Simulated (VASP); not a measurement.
As:

```
As
1.0
     1.88080    1.08588    3.51406
    -1.88080    1.08588    3.51406
     0.00000   -2.17176    3.51406
As
2
Direct
  0.77400 0.77400 0.77400
  0.22600 0.22600 0.22600
```

- Program: VASP 6.6.1
- Task: relaxation of cell and atoms
- Functional: r2SCAN
- Dispersion: rVV10
- Potentials or basis: VASP PAW PBE potentials, release 64 (As)
- Cutoff: 600 eV
- k mesh: 12 × 12 × 12
- Occupations: methfessel-paxton, width 0.1 eV
- Spin: no spin polarisation

At the start: pressure 1.3 GPa; volume 21.53 Å³/atom.

How do energy, volume and symmetry change on relaxing?

Over 11 steps the energy falls by 2.2 meV/atom and the volume is 21.92 Å³/atom (+1.8 %); space group R-3m (No. 166, to 0.05 Å).

The path:
| step | energy change (eV) | largest force (eV/Å) | pressure (GPa) | volume (Å³) |
| --- | --- | --- | --- | --- |
| 1 | 0.0000 | 0.2458 | 1.32 | 43.06 |
| 2 | -0.0014 | 0.1534 | -1.19 | 44.17 |
| 3 | -0.0041 | 0.0227 | -0.10 | 43.67 |
| 4 | -0.0043 | 0.0015 | -0.01 | 43.61 |
| 5 | -0.0043 | 0.0141 | 0.03 | 43.58 |
| 6 | -0.0043 | 0.0107 | 0.04 | 43.60 |
| 7 | -0.0044 | 0.0008 | 0.07 | 43.66 |
| 8 | -0.0044 | 0.0241 | 0.14 | 43.77 |
| 9 | -0.0045 | 0.0186 | 0.12 | 43.74 |
| 10 | -0.0045 | 0.0136 | 0.08 | 43.77 |
| 11 | -0.0045 | 0.0037 | -0.01 | 43.85 |

Final structure:
```
CELL_PARAMETERS angstrom
1.88286 1.08707 3.57058
-1.88286 1.08707 3.57058
0.00000 -2.17414 3.57058
ATOMIC_POSITIONS crystal
As 0.77368 0.77368 0.77368
As 0.22632 0.22632 0.22632
```

Caveat: the PAW data sets were made with another functional, which shifts forces and pressure a little.
